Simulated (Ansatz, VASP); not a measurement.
# SbAs: VASP beside Ansatz

Wanted: the spread between two codes on one cell, functional and k mesh. The cell is taken from a series of runs on this material, whose earlier steps may have relaxed, scaled, displaced or heated it; both programs get it as it stands.

Main program and level: Ansatz 0.2.0; plane waves, with VASP 6.6.1 beside it; zone-centre phonons at PBEsol.

## (1) Set-up

It takes space group R3m (No. 160, trigonal). Conventional cell: a = 4.058 Å, b = 4.058 Å, c = 10.523 Å, α = 90.00°, β = 90.00°, γ = 120.00°. Nearest to Sb lie 6 As at 2.73 to 3.14 Å. Nearest to As lie 6 Sb at 2.73 to 3.14 Å. Farther neighbours are not listed.

## (2) Ansatz: zone-centre phonons, PBEsol

Ansatz runs on its PAW soft_1 files.

Second derivatives magnify differences that forces hide, and they need a tight electronic threshold.

input.yaml reads:

```yaml
crystal:
  lattice:
    - [2.0291533196, 1.1715322153, 3.5075506208]
    - [-2.0291533196, 1.1715322153, 3.5075506208]
    - [0.0, -2.3430644306, 3.5075506208]
  atoms:
    - { symbol: Sb, position: [0.2336738731, 0.2336738731, 0.2336738731] }
    - { symbol: As, position: [0.7663241269, 0.7663241269, 0.7663241269] }
kpoints:
  mp_grid: { grid: [12, 12, 12] }
hamiltonian:
  xc: pbesol
  pseudopotentials: { kind: paw, azcp: { folder: soft_1 }, xc_functional: pbe }
scf:
  occupations: { method: methfessel_paxton, width: 0.2 }
output:
  eigenvalues: true
phonons:
  method: dfpt
```

The run is started by

```sh
> ansatz run input.yaml --threads 4 --pin off --max-ram 16384MiB --backend cpu --events-out ev --progress --plain --runs-dir out
```

Numbers of over 12 decimals in the logs are rounded to 6 here.

The log of the run:

```text
Engine: ansatz 0.2.0, aarch64-unknown-linux-gnu
Pseudopotentials: kind: paw
Pseudopotential: Sb, paw, valence charge 15, recommended cutoff 420 eV (normal), soft_1/Sb.paw.azcp
Pseudopotential: As, paw, valence charge 15, recommended cutoff 420 eV (normal), soft_1/As.paw.azcp
Functional definition: PBEsol
  exchange = pbesol_x
  correlation = pbesol_c
Crystal: 2 atoms, lattice volume = 50.029 Å³
Basis set: ecut = 420 eV, 965 PW (Γ), exchange–correlation on 60×60×60 points (8 copies of the dense FFT grid, shifted against one another)
Bands: 19, of which v1, the nominal top of the filled ones, is band 15 counted from 1 (14 counted from 0)
Symmetry: 6 space group operations
k-points: 476 of 1728 (irreducible under 2 space group operations, time reversal used)
Non-local potential: Sb, projectors of the file, l = 0: 2, l = 1: 2, l = 2: 2, l = 3: 1
Non-local potential: As, projectors of the file, l = 0: 2, l = 1: 2, l = 2: 3, l = 3: 1
PAW form: soft (Blöchl's): semilocal exchange-correlation on the pseudo side does not see the compensation charge
PAW frozen core: Sb, regenerated for the run's functional, and the local potential with it (the file was generated under x = pbe(κ = 0.804, μ = 0.219515), c = pbe(β = 0.066725))
PAW frozen core: As, regenerated for the run's functional, and the local potential with it (the file was generated under x = pbe(κ = 0.804, μ = 0.219515), c = pbe(β = 0.066725))
PAW one-centre angular grid: Sb, 590 points (default); XC on 64 Gauss nodes
PAW one-centre angular grid: As, 590 points (default); XC on 64 Gauss nodes
Initial density: superposition of atomic densities (chi_scale 0.1, normalization cell, long waves kept (reshape's long-wave potential 0.00 eV rms))
Initial wavefunctions: pseudopotential atomic-orbital guess
Functional: x = pbesol(κ = 0.804, μ = 0.123457), c = pbesol(β = 0.046)
SCF iter   1: F=—  HF=-11221.236718 eV  |F-HF|=—  |Δ(HF+E_count)|=         —  Δρ=1.91e-2  dr2=1.45e-1  ethr=3.10e-3  ⟨swp⟩=5.5  Hψ=44040  notcnv=0
preconditioner: auto → none  [insulator: Δε(μ)=0.147 eV  Ē_g=9.464 eV  σ=0.200 eV  W_gap=0.57  n_scr=14 (ndim 8)  ℏωp=16.6 eV  f_vac=0.000  D(μ)=0.13/eV (n_scr^D=0)  ε∞_Penn≈4.1]
SCF iter   2: F=—  HF=-11221.218054 eV  |F-HF|=—  |Δ(HF+E_count)|=   1.87e-2  S|Δr|=    0.00e0  Δρ=9.34e-3  dr2=3.79e-2  ethr=4.85e-4  ⟨swp⟩=1.1  Hψ=12982  notcnv=0
SCF iter   3: F=—  HF=-11221.212557 eV  |F-HF|=—  |Δ(HF+E_count)|=   5.50e-3  S|Δr|=    0.00e0  Δρ=1.14e-3  dr2=6.07e-4  ethr=1.26e-4  ⟨swp⟩=2.2  Hψ=11265  notcnv=0
SCF iter   4: F=—  HF=-11221.212310 eV  |F-HF|=—  |Δ(HF+E_count)|=   2.46e-4  S|Δr|=    0.00e0  Δρ=3.99e-4  dr2=8.30e-5  ethr=2.02e-6  ⟨swp⟩=2.0  Hψ=16188  notcnv=0
SCF iter   5: F=—  HF=-11221.212312 eV  |F-HF|=—  |Δ(HF+E_count)|=   1.50e-6  S|Δr|=    0.00e0  Δρ=1.05e-4  dr2=7.62e-6  ethr=2.77e-7  ⟨swp⟩=2.8  Hψ=13617  notcnv=0
SCF iter   6: F=—  HF=-11221.212309 eV  |F-HF|=—  |Δ(HF+E_count)|=   2.32e-6  S|Δr|=    0.00e0  Δρ=3.11e-5  dr2=3.46e-7  ethr=2.54e-8  ⟨swp⟩=3.0  Hψ=15465  notcnv=0
SCF iter   7: F=—  HF=-11221.212309 eV  |F-HF|=—  |Δ(HF+E_count)|=   2.72e-7  S|Δr|=    0.00e0  Δρ=6.98e-6  dr2=1.92e-8  ethr=1.15e-9  ⟨swp⟩=2.0  Hψ=13809  notcnv=0
SCF iter   8: F=—  HF=-11221.212309 eV  |F-HF|=—  |Δ(HF+E_count)|=   9.22e-9  S|Δr|=    0.00e0  Δρ=2.10e-6  dr2=8.29e-10  ethr=6.40e-11  ⟨swp⟩=2.0  Hψ=16229  notcnv=0
SCF iter   9: F=—  HF=-11221.212309 eV  |F-HF|=—  |Δ(HF+E_count)|=   1.86e-9  S|Δr|=    0.00e0  Δρ=3.33e-7  dr2=4.04e-11  ethr=2.76e-12  ⟨swp⟩=2.0  Hψ=16229  notcnv=0
SCF iter  10: F=-11221.212309 eV  HF=-11221.212309 eV  |F-HF|=3.64e-12  |Δ(HF+E_count)|=  2.18e-11  S|Δr|=    0.00e0  Δρ=6.31e-8  dr2=1.30e-12  ethr=1.00e-12  ⟨swp⟩=6.0  Hψ=41834  notcnv=0
SCF 1 converged in 10 iterations: F = -11221.212309 eV  dr2 = 1.30e-12
  greatest PAW one-centre occupation: 0.999 electrons in one spin orbital (limit 2), on the As atom at site 1 (counted from 0), in its partial waves of l = 2
DFPT response loops at Γ: preconditioner auto → Kerker (q_TF=auto, 2.505 Å⁻¹) (partly filled bands, converged f_vac=0.000); β = 1.00, the filter's whole step (`scf.mixing.beta` (0.50) is not read by the response loops under this deck's `scf.mixing.preconditioner`; to damp them name `kerker` or `kerker_dos`, under which they read `scf.mixing.beta`, and type it under 1.00, their step now; both keys bind the ground state too); Broyden in place of MSR1
SCF converged after 10 iterations
Stability not checked: this state was not tested for a lower state beside it, because cold or Methfessel-Paxton smearing, or corrected tetrahedra, fill the levels in a way that the test cannot read (fill_not_monotonic; see scf.lower_state_search)
Free energy (F): -11221.212309 eV
Harris-Foulkes:  -11221.212309 eV  (|F-HF|=3.64e-12)
Internal energy: -11221.213617 eV  (E = F + TS)
E sigma→0 (E₀):  -11221.212636 eV
Entropy (-TS):   0.001307 eV (0.654 meV/atom)
Fermi energy:    10.516949 eV
--- Per-component energies (eV) ---
  E_band       = -395.772206
  E_kinetic    = 259.880448
  E_local      = -3477.283901  (includes V_loc(G=0)·N_el)
  E_nonlocal   = -0.748738
  E_hartree    = 1728.200573
  E_xc         = -168.442339
  E_vxc        = -164.784337  (∫ρ·V_xc dr)
  E_paw        = -6438.082368  (= ΣΔE_a)
  E_vpaw       = -469.236948  (= ΣTr[D̂ρ^β])
  E_aug_tail   = 0.000125  (compensation charges beyond the density's cutoff)
  E_ewald      = -3126.035702
  E_core_change = 1.298285  (= ΣΔE_core)
  E_smearing   = 0.001307  (= −TS)
  E_closure    = -0.000000  (closes the sum)
  Σ components = -11221.212309   (vs F -11221.212309, Δ=0.00e0)
--- Band table (eV; the first three rows and the last of 476) ---
  k-point 0: bands = [... 11 lower, 5.3903, 8.4175, 8.6177, 8.6177, 12.9941, 13.7054, 13.7054, 16.2409]
  k-point 1: bands = [... 11 lower, 5.0152, 8.4411, 8.5974, 8.7680, 12.9405, 13.4596, 13.4881, 15.8525]
  k-point 2: bands = [... 11 lower, 4.1313, 8.4380, 8.5496, 9.1016, 12.6202, 12.8837, 12.9280, 15.6204]
  k-point 475: bands = [... 11 lower, 0.9002, 9.0687, 9.0687, 9.9106, 10.8129, 10.8129, 11.8199, 18.2959]
--- Phonons (Γ-DFPT): 4 representative perturbations + reference, on 476 of 1728 k-points (Σ response iterations 12) ---
  k mesh reduced under 2 symmetry operations, with k and −k counted as one. Each operation leaves every solved perturbation unchanged. A smaller set is not used because it would not reduce the number of displacements times k-points to solve
  ASR residual: 1.071e-4 → 0.000e0 eV/Å²; symmetrization residual: 2.925e-5 eV/Å²
  ASR residual per site (eV/Å²): 3.61e-5 1.07e-4
  Γ frequencies (cm⁻¹): 0.00 0.00 0.00 122.02 122.02 174.27
  non-analytic LO–TO correction: not included (Born effective charges unavailable; polar crystals: no LO–TO splitting at Γ)
```

The column dr2 measures how far the density is from self-consistency, as an energy; F and HF (Harris–Foulkes) agree once it is small.

(Part 1 of 2 ends here.)

[Lines on the potential files, build, host, timing and source positions are cut from VASP's logs without a mark.]

[Logs are printed without paths, hosts, clocks, repeated set-up lines and the standing remarks that a program may print on its own settings, such as how far it seeks lower states.]

[Hosts, paths, dates, database ids (printed as entryN), source tags and the programs' standing remarks are cut or masked in the printed files.]
